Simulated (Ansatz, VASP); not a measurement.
Sc2GaP3: VASP beside Ansatz

```xyz
6
Lattice="4.5351 0.0000 0.0000 0.0000 4.5351 0.0000 0.0000 0.0000 6.2047" Properties=species:S:1:pos:R:3 pbc="T T T"
Sc    2.2675    2.2675    1.6241
Sc    2.2675    2.2675    4.5806
Ga    0.0000    0.0000    0.0000
P     2.2675    0.0000    3.1023
P     0.0000    2.2675    3.1023
P     0.0000    0.0000    3.1023
```

Alike in both runs: functional PBE; k mesh 4 × 4 × 4; occupations gaussian, width 0.1 eV; no spin polarisation.

Ansatz relaxed the structure, and its values are those at the end. VASP's run is a single point on that final structure, the one shown.

|  | VASP | Ansatz |
| --- | --- | --- |
| version | VASP 6.6.1 | Ansatz 0.2.0 |
| potentials or method | VASP PAW PBE potentials, release 64 (Sc_sv, Ga_d, P) | scalar-relativistic, plane waves, PAW |
| plane-wave cutoff (eV) | 520 | 420 |
| valence electrons in the cell | 50 | 50 |

|  | VASP | Ansatz | Ansatz less VASP |
| --- | --- | --- | --- |
| gap on the k mesh at the Fermi level (eV) | none | none | - |
| pressure (GPa) | -0.1 | -0.1 | 0.00 |
| rms of the force components (eV/Å) | 0.007 | 0.002 | -0.0053 |

A gap of «none» marks a metal or a gap that the smearing closes.
